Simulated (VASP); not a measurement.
A run of VASP 6.6.1 is set up as follows.

The input INCAR:

```
  ALGO = Fast
  EDIFF = 1E-7
  EDIFFG = -0.01
  ENCUT = 600
  GGA = PS
  IBRION = 2
  ISIF = 3
  ISMEAR = 0
  LASPH = T
  LCHARG = F
  LREAL = F
  LWAVE = F
  NELM = 80
  NSW = 100
  PREC = Accurate
  SIGMA = 0.0742
```

File KPOINTS:

```
k-points
0
Gamma
  8 8 4
```

The input POSCAR:

```
VBi2ClO4
1.0
    3.7820560000      0.0000000000      0.0000000000
    0.0000000000      3.7820560000      0.0000000000
    0.0000000000      0.0000000000      8.6887680000
O V Cl Bi
4 1 1 2
Direct
    0.5000000000      0.0000000000      0.8390000000
    0.0000000000      0.5000000000      0.8390000000
    0.5000000000      0.0000000000      0.1610000000
    0.0000000000      0.5000000000      0.1610000000
    0.0000000000      0.0000000000      0.0000000000
    0.0000000000      0.0000000000      0.5000000000
    0.5000000000      0.5000000000      0.7151000000
    0.5000000000      0.5000000000      0.2849000000
```

Potentials or basis: VASP PAW PBE potentials, release 64 (O, V_sv, Cl, Bi_d).

Run with:

```bash
$ cat potpaw_PBE.64/O/POTCAR potpaw_PBE.64/V_sv/POTCAR potpaw_PBE.64/Cl/POTCAR potpaw_PBE.64/Bi_d/POTCAR > POTCAR
$ mpirun -np 1 vasp_std > vasp.out
```

(1) Predict the band gap on the k mesh.

(2) Predict the relaxed volume.

(3) Estimate the relaxed cell.

(4) Predict the space group after relaxing (to 0.05 Å).

Answers

(1) none (metal or under the smearing width).

(2) 14.63 Å³/atom.

(3) a = 3.676 Å, b = 3.676 Å, c = 8.663 Å, α = 90.00°, β = 90.00°, γ = 90.00°.

(4) P4/mmm (No. 123).

Caveat: the PAW data sets were made with another functional, which shifts forces and pressure a little; spin-orbit coupling is left out, which moves the levels of the heavy elements; the run has no spin polarisation, though such a crystal can be magnetic; semilocal functionals often make such compounds metallic where correlation or magnetic order opens a gap, which also shifts bond lengths.
